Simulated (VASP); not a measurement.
```
O2Si
1.0
    4.91846     0.00000     0.00000
   -2.45923     4.25951     0.00000
    0.00000     0.00000     5.43052
Si O
3 6
Cartesian
  1.30624   2.26247   5.43052
  2.30598   0.00000   1.81017
 -1.15299   1.99704   3.62035
  0.30721   1.76063   4.26231
  0.78088   3.64525   0.64196
 -1.08809   3.11314   2.45214
  1.37114   1.14637   1.16822
  2.76644   2.49888   4.78857
  3.24010   0.61426   2.97839
```

The numbers are results of r2SCAN meta-GGA, VASP's PBE PAW potentials (set 64) (plane waves; VASP), not measurements. Run with 520 eV cut-off, 6×6×5 Γ-centred mesh, tetrahedra with Blöchl corrections, potentials Si O.

The cores are frozen, which limits the accuracy of field gradients.

**Question.** Give the principal components of the electric field gradient (V/Å²) and the asymmetry η at each nucleus.

**Answer.** 
```json
[
 {"atom": "Si1", "Vxx": "-6.8", "Vyy": "-1.3", "Vzz": "8.1", "η": "0.67"},
 {"atom": "Si2", "Vxx": "-6.8", "Vyy": "-1.3", "Vzz": "8.1", "η": "0.67"},
 {"atom": "Si3", "Vxx": "-6.8", "Vyy": "-1.3", "Vzz": "8.1", "η": "0.67"},
 {"atom": "O4", "Vxx": "-52.3", "Vyy": "-34.1", "Vzz": "86.4", "η": "0.21"},
 {"atom": "O5", "Vxx": "-52.3", "Vyy": "-34.1", "Vzz": "86.4", "η": "0.21"},
 {"atom": "O6", "Vxx": "-52.3", "Vyy": "-34.1", "Vzz": "86.4", "η": "0.21"},
 {"atom": "O7", "Vxx": "-52.3", "Vyy": "-34.1", "Vzz": "86.4", "η": "0.21"},
 {"atom": "O8", "Vxx": "-52.3", "Vyy": "-34.1", "Vzz": "86.4", "η": "0.21"},
 {"atom": "O9", "Vxx": "-52.3", "Vyy": "-34.1", "Vzz": "86.4", "η": "0.21"}
]
```

The structure comes from a computed database's SiO2 entry (P3_121); how it stands against other phases isn't given here. It was relaxed first.
